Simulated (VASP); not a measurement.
# YbTl2BrO4 (P1) in VASP: single point with PBE

Aim: the single point of YbTl2BrO4 with PBE.

Everything below comes from runs of VASP 6.6.1. Logs are shortened: lines on timing, memory, paths and dates and some standing lists are left out, and cuts for length are marked.

**1. The crystal as given**

The typed cell holds 8 atoms: a = 3.908 Å, b = 3.821 Å, c = 8.988 Å, α = 89.58°, β = 90.28°, γ = 91.41°.

The cell was built by a generator and needn't be a form met in nature.

**2. Single point, PBE, collinear spin, typed start**

Input file INCAR:

```
  ALGO = Normal
  EDIFF = 1E-7
  ENCUT = 520
  GGA = PE
  ISIF = 2
  ISMEAR = 1
  ISPIN = 2
  LASPH = True
  LCHARG = True
  LELF = True
  LMAXMIX = 6
  LORBIT = 11
  LREAL = False
  LVHAR = True
  LWAVE = False
  MAGMOM = 0 0 0 0 0 0 0 -0.8
  NBANDS = 54
  NELM = 150
  PREC = Accurate
  SIGMA = 0.0931
```

Input file KPOINTS:

```
Automatic mesh
0
Gamma
  5 5 2
  0.5 0.5 0
```

Input file POSCAR:

```
YbTl2BrO4
1.0
    3.9075010000     -0.0476810000     -0.0093760000
   -0.0476810000      3.8210050000      0.0137910000
   -0.0222400000      0.0327130000      8.9879330000
Br Tl O Yb
1 2 4 1
Direct
    0.9587410000      0.0214360000      0.5152950000
    0.5271190000      0.4833100000      0.7342010000
    0.5166200000      0.4668970000      0.2861260000
    0.5226890000      0.9343190000      0.8601560000
    0.0043720000      0.4434560000      0.8614260000
    0.5249840000      0.0464330000      0.1458100000
    0.9940070000      0.5064190000      0.1486550000
    0.0209640000      0.0483270000      0.0051900000
```

Potentials or basis: VASP PAW PBE potentials, release 64 (Br, Tl_d, O, Yb).

Command:

```bash
> cat potpaw_PBE.64/Br/POTCAR potpaw_PBE.64/Tl_d/POTCAR potpaw_PBE.64/O/POTCAR potpaw_PBE.64/Yb/POTCAR > POTCAR
> mpirun -np 1 vasp_std > vasp.out
```

OUTCAR:

```text
EDIFF = 1E-7
   ENCUT = 520
   GGA = PE
   ISIF = 2
   ISMEAR = 1
   ISPIN = 2
   LASPH = True
   LORBIT = 11
   LREAL = False
   NELM = 150
   PREC = Accurate

 ion  position               nearest neighbor table
   1  0.959  0.021  0.515-   2 3.17   3 3.19   2 3.28   3 3.40   3 3.42   2 3.43
   2  0.527  0.483  0.734-   4 2.07   5 2.19   5 2.35   4 2.38   1 3.17   1 3.28   1 3.43   8 3.53
                             8 3.53   8 3.76   8 3.85   3 4.03
   3  0.517  0.467  0.286-   6 2.05   7 2.24   7 2.39   6 2.54   1 3.19   1 3.40   1 3.42   8 3.54
                             8 3.62   8 3.87   8 3.89   2 4.03
   4  0.523  0.934  0.860-   2 2.07   8 2.37   2 2.38   8 2.41
   5  0.004  0.443  0.861-   8 1.98   2 2.19   2 2.35   8 2.66
   6  0.525  0.046  0.146-   3 2.05   8 2.32   8 2.34   3 2.54
   7  0.994  0.506  0.149-   8 2.19   3 2.24   3 2.39   8 2.43
   8  0.021  0.048  0.005-   5 1.98   7 2.19   6 2.32   6 2.34   4 2.37   4 2.41   7 2.43   5 2.66
                             2 3.53   2 3.53   3 3.54   3 3.62   2 3.76   2 3.85   3 3.87   3 3.89

  LATTYP: Found a triclinic cell.
 ALAT       =     3.8213273714
 B/A-ratio  =     1.4125448270
 C/A-ratio  =     2.3520675341
 COS(alpha) =     0.0015928121
 COS(beta)  =     0.0072791105
 COS(gamma) =     0.6900705715

  Lattice vectors:

 A1 = (   0.0476810000,  -3.8210050000,  -0.0137910000)
 A2 = (  -3.8598200000,  -3.7733240000,  -0.0044150000)
 A3 = (   0.0222400000,  -0.0327130000,  -8.9879330000)

Analysis of symmetry for initial positions (statically):
=====================================================================
 Subroutine PRICEL returns:
 Original cell was already a primitive cell.

 Routine SETGRP: Setting up the symmetry group for a
 triclinic supercell.

 Subroutine GETGRP returns: Found  1 space group operations
 (whereof  1 operations were pure point group operations)
 out of a pool of  2 trial point group operations.

The static configuration has the point symmetry C_1 .

Analysis of symmetry for dynamics (positions and initial velocities):
=====================================================================
 Subroutine PRICEL returns:
 Original cell was already a primitive cell.

 Routine SETGRP: Setting up the symmetry group for a
 triclinic supercell.

 Subroutine GETGRP returns: Found  1 space group operations
 (whereof  1 operations were pure point group operations)
 out of a pool of  2 trial point group operations.

The dynamic configuration has the point symmetry C_1 .

Analysis of structural, dynamic, and magnetic symmetry:
=====================================================================
 Subroutine PRICEL returns:
 Original cell was already a primitive cell.
[... 173 lines left out ...]
 cond. band min:       3.4659183480   @ k =   0.3000   0.5000   0.0000
 fundamental gap:      0.0228646219
 Fermi energy:         3.4474653685

 spin component 1

 k-point     1 :       0.1000    0.1000    0.0000
  band No.  band energies     occupation
      1     -47.0474      1.00000
      2     -19.5950      1.00000
      3     -19.2204      1.00000
      4     -19.0882      1.00000
      5     -14.1401      1.00000
      6     -13.3904      1.00000
[... 1309 lines left out ...]
     51      11.9129      0.00000
     52      12.4563      0.00000

 [... further k-points ...]

 spin component 2

 k-point     1 :       0.1000    0.1000    0.0000
  band No.  band energies     occupation
      1     -47.3910      1.00000
      2     -19.8415      1.00000
      3     -19.4328      1.00000
      4     -19.2919      1.00000
      5     -14.3225      1.00000
      6     -13.5707      1.00000
[... 1309 lines left out ...]
     51      11.8715      0.00000
     52      12.4088      0.00000

 [... further k-points ...]

 [bands above 52 left out]

------------------------ aborting loop because EDIFF is reached ----------------------------------------

  FORCE on cell =-STRESS in cart. coord.  units (eV):
  Direction    XX          YY          ZZ          XY          YZ          ZX
  --------------------------------------------------------------------------------------
  -------------------------------------------------------------------------------------
  Total        4.1638916      9.5349201      4.1589028      0.5872824      1.2137753      0.3519473
  in kB       49.7219086    113.8584938     49.6623360      7.0128635     14.4939474      4.2026767
  external PRESSURE =      71.0809128 kB  Pullay stress =       0.0000000 kB

 VOLUME and BASIS-vectors are now :
 -----------------------------------------------------------------------------
  energy-cutoff  :      520.00
  volume of cell :      134.17
      direct lattice vectors                 reciprocal lattice vectors
     3.907501000 -0.047681000 -0.009376000     0.255958480  0.003191773  0.000621734
    -0.047681000  3.821005000  0.013791000     0.003191773  0.261754490 -0.000944799
    -0.022240000  0.032713000  8.987933000     0.000262112 -0.000398304  0.111262385

 POSITION                                       TOTAL-FORCE (eV/Angst)
 -----------------------------------------------------------------------------------
      3.73380      0.05305      4.62274        -0.025594      0.017018     -0.153026
      2.02034      1.84561      6.60067        -0.482759     -1.288786     -0.042618
      1.99007      1.76874      2.57328        -0.370420      1.876650     -0.072027
      1.97873      3.57325      7.73901        -0.340119      1.695820     -0.018725
     -0.02322      1.72242      7.74851         0.754966      2.180766     -1.890705
      2.04592      0.15716      1.30625        -0.429355     -1.984120     -0.368145
      3.85663      1.89250      1.33377         0.891478      1.082488      1.054551
      0.07950      0.18383      0.04712         0.001804     -3.579836      1.490695
 -----------------------------------------------------------------------------------
    total drift:                                0.000287     -0.000116     -0.000744

  FREE ENERGIE OF THE ION-ELECTRON SYSTEM (eV)
  ---------------------------------------------------
  free  energy   TOTEN  =       -37.4287911819 eV

  energy  without entropy=      -37.4270824847  energy(sigma->0) =      -37.42822162

 total charge

# of ion       s       p       d       f       tot
--------------------------------------------------
    1        1.625   3.182   0.010   0.000   4.817
    2        0.869   0.453   9.791   0.000  11.114
    3        0.907   0.424   9.776   0.000  11.107
    4        1.582   3.378   0.000   0.000   4.960
    5        1.587   3.423   0.000   0.000   5.010
    6        1.584   3.383   0.000   0.000   4.967
    7        1.585   3.360   0.000   0.000   4.945
    8        2.156   6.142   0.642  13.213  22.153
--------------------------------------------------
tot         11.896  23.744  20.220  13.213  69.073

 magnetization (x)

# of ion       s       p       d       f       tot
--------------------------------------------------
    1        0.000   0.005  -0.000   0.000   0.005
    2        0.008   0.001  -0.005   0.000   0.004
    3        0.010   0.002  -0.005   0.000   0.007
    4       -0.001  -0.079   0.000   0.000  -0.080
    5       -0.002  -0.128   0.000   0.000  -0.130
    6       -0.002  -0.106   0.000   0.000  -0.107
    7       -0.003  -0.162   0.000   0.000  -0.164
    8        0.000   0.004  -0.000  -0.799  -0.795
--------------------------------------------------
tot          0.010  -0.462  -0.010  -0.799  -1.261
```

stdout:

```text
POSCAR found type information on POSCAR BrTlO Yb
 POSCAR found :  4 types and       8 ions
 scaLAPACK will be used
 LDA part: xc-table for (Slater+PW92), standard interpolation
 POSCAR, INCAR and KPOINTS ok, starting setup
 FFT: planning ... GRIDC
 FFT: planning ... GRID_SOFT
 FFT: planning ... GRID
 WAVECAR not read
 entering main loop
```

Wall time 18 min (1 thread of Intel Xeon 6975P-C (Granite Rapids), shared host); peak memory 0.5 GiB.

Results:

```yaml
Free_energy: -37.4288 eV
Pressure: 7.1 GPa
Largest_force: 3.878 eV/Å
Band_gap_on_the_k_mesh: none (metal or under the smearing width)
Net_moment: -1.35 μB per cell
Site_moments: Br +0.01; Tl +0.00, +0.01; O -0.08, -0.13, -0.11, -0.16; Yb -0.80 μB
Valence_electrons_inside_the_program's_atomic_spheres: Br 4.82; Tl 11.11; O 4.96, 5.01, 4.97, 4.95; Yb 22.15
```

Forces in eV/Å, atoms in the order of the input:
```
Br  -0.026  0.017 -0.153
Tl  -0.483 -1.289 -0.043
Tl  -0.370  1.877 -0.072
O   -0.340  1.696 -0.019
O    0.755  2.181 -1.891
O   -0.429 -1.984 -0.368
O    0.891  1.082  1.055
Yb   0.002 -3.580  1.491
```

Levels at points of the mesh, in eV from the Fermi level:
Spin up:
```
           k point  band 38  band 39  band 40  band 41  band 42  band 43
(0.50, 0.50, 0.00)    -0.38    -0.30    -0.05     0.08     0.65     0.75
(0.50, 0.50, 0.50)    -0.34    -0.30    -0.08     0.07     0.29     0.65
```
Spin down:
```csv
k point,band 37,band 38,band 39,band 40,band 41,band 42,band 43,band 44,band 45,band 46
"(0.50, 0.50, 0.00)",-0.99,-0.92,-0.74,-0.28,-0.18,-0.02,0.69,5.03,5.18,6.03
"(0.50, 0.50, 0.50)",-0.99,-0.72,-0.58,-0.30,-0.20,-0.03,0.26,5.01,5.09,6.57
```

Caveat: without U or exact exchange the open f shell lies at the Fermi level, which spoils levels, moments and volumes; forces of over 1 eV/Å show positions far from the minimum, so gaps and moduli don't describe the material at rest. Spin-orbit coupling is left out, which matters for the levels of Tl, Yb.
